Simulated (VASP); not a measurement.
CaS (rock salt), at 1.04 of the tabulated volume:

```xyz
2
Lattice="0.0000 2.8824 2.8824 2.8824 0.0000 2.8824 2.8824 2.8824 0.0000" Properties=species:S:1:pos:R:3 pbc="T T T"
Ca     0.0000     0.0000     0.0000
S      2.8824     2.8824     2.8824
```

The lowest empty band near X, direction across the valley's axis, from PBE with spin-orbit coupling in VASP (PAW); its two spin partners are averaged. The gap over the points computed is 2.40 eV, and the next band on that side lies 3.10 eV away at the edge.

Run with 400 eV cut-off, 9×9×9 Γ-centred mesh, Gaussian smearing of 0.050 eV, potentials Ca_sv S.

| distance from the edge in k (1/Å) | distance in energy (meV) |
|---|---|
| 0.018 | 3.8 |
| 0.025 | 7.4 |
| 0.035 | 14.4 |
| 0.050 | 29.3 |
| 0.070 | 57.2 |

Fit E(1 + αE) = ħ²k²/2m* (ħ²/2m0 = 3.810 eV Å²) and predict the row at 0.095 1/Å.

The rows don't resolve α, so a parabola serves: the electron mass is m* = 0.326 m0, and so 105.5 meV. The run gave 104.4 meV, -1.1 meV from the fit.

Left out are points under 3 meV from the edge, since the levels carry 0.1 meV, and points farther than half the way to the next band.

The compound is CaS in the rock salt structure. The cell was not relaxed at this level.
